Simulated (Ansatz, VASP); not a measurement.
# Si4IrPt: VASP beside Ansatz

```
Si Ir Pt
1.0
     3.30082    0.00000    0.00000
    -1.65041    2.85859    0.00000
     0.00000    0.00000    8.50354
Si Ir Pt
4 1 1
Direct
  0.00000 0.00000 0.70717
  0.66667 0.33333 0.79860
  0.66667 0.33333 0.20140
  0.00000 0.00000 0.29283
  0.00000 0.00000 0.00000
  0.66667 0.33333 0.50000
```

Change from the starting cell: species swapped into the B4OsW type (P-6m2, No. 187).

Alike in both runs: task single point; functional PBE; k mesh 6 × 6 × 2; occupations gaussian, width 0.1 eV; no spin polarisation.

```csv
,VASP,Ansatz
version,VASP 6.6.1,Ansatz 0.2.0
potentials or method,"VASP PAW PBE potentials, release 64 (Si, Ir, Pt)","scalar-relativistic, plane waves, PAW"
plane-wave cutoff (eV),520,420
valence electrons in the cell,35,51
```

```csv
,VASP,Ansatz,Ansatz less VASP
gap on the k mesh at the Fermi level (eV),none,none,-
rms of the force components (eV/Å),2.399,2.406,+0.0073
```

Atom by atom the forces differ by 0.014 eV/Å (rms over components). A gap of «none» marks a metal or a gap that the smearing closes. With one functional, cell and mesh, what is left measures potentials, basis and numerics. The two sets of potentials don't hold the same shells in valence.

Caveats: the k mesh is coarse (spacing up to 0.37 Å⁻¹), so the values aren't converged; forces of over 1 eV/Å show positions far from the minimum, so gaps and moduli don't describe the material at rest. The runs have no spin-orbit coupling, so splittings on Ir, Pt are missing.
